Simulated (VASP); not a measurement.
All values below come from r2SCAN meta-GGA, VASP's PBE PAW potentials (set 64) (plane waves; VASP).

A VASP calculation is set up with these files.

### KPOINTS
```
Automatic mesh
0
gamma
  10 10 6
0 0 0
```

**INCAR**
```
SYSTEM = Y
PREC = Accurate
ENCUT = 520
EDIFF = 1E-6
NELM = 100
ALGO = Normal
LREAL = .FALSE.
LASPH = .TRUE.
ISMEAR = 1
SIGMA = 0.1
METAGGA = R2SCAN
LMIXTAU = .TRUE.
LMAXMIX = 4
LWAVE = .FALSE.
LCHARG = .FALSE.
IBRION = 2
ISIF = 3
NSW = 60
EDIFFG = -0.01
```

**POSCAR**
```
Y
1.0
  1.8250000000  -3.1609930000   0.0000000000
  1.8250000000   3.1609930000   0.0000000000
  0.0000000000   0.0000000000   5.7300000000
Y
2
Cartesian
  1.8250000000   1.0536664407   1.4325000000
  1.8250000000  -1.0536664407   4.2975000000
```

POTCAR, in this order: Y_sv (PBE.64 set). Program: vasp_std.

Question: What will the output report for the number of irreducible k-points (NKPTS), largest plane-wave count, number of space-group operations, FFT grid (NGX, NGY, NGZ)?

Answer: 
The number of irreducible k-points (NKPTS) comes out as 56 and the largest plane-wave count is 1797. The number of space-group operations is 24 and the FFT grid (NGX, NGY, NGZ) is 28 × 28 × 48.

The compound is Y in the hcp structure. This run relaxes it. Symmetry was kept, so distortions that lower it aren't found.
